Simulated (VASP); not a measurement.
Method: PW91 GGA, VASP's PBE PAW potentials (set 64) (plane waves; VASP).

A VASP calculation is set up with these files.

### KPOINTS
```
Automatic mesh
0
Gamma
6 6 6
0 0 0
```

**POSCAR**
```
Na2S
1
    0.0000000000     3.2467980500     3.2467980500
    3.2467980500     0.0000000000     3.2467980500
    3.2467980500     3.2467980500     0.0000000000
Na S
2 1
Direct
  0.2500000000   0.2500000000   0.2500000000
  0.7500000000   0.7500000000   0.7500000000
  0.0000000000   0.0000000000   0.0000000000
```

### INCAR
```
SYSTEM  =  Na2S
PREC  =  Accurate; ENCUT  =  520; LREAL  =  F
LASPH  =  T
EDIFF  =  1E-7; NELM  =  100; ALGO  =  Normal
ISMEAR  =  0; SIGMA  =  0.05
GGA  =  91
ISIF  =  2
LWAVE  =  F; LCHARG  =  F
```

POTCAR, in this order: Na_pv S (PBE.64 set). Program: vasp_std.

### Question
What will the output report for the number of irreducible k-points (NKPTS), largest plane-wave count, number of space-group operations, FFT grid (NGX, NGY, NGZ)?

### Answer

| Quantity | Value |
|---|---|
| number of irreducible k-points (NKPTS) | 16 |
| largest plane-wave count | 1868 |
| number of space-group operations | 48 |
| FFT grid (NGX, NGY, NGZ) | 36 × 36 × 36 |

The compound is Na2S in the antifluorite structure. This cell is one point of a volume scan, at 0.97 of the reference volume.
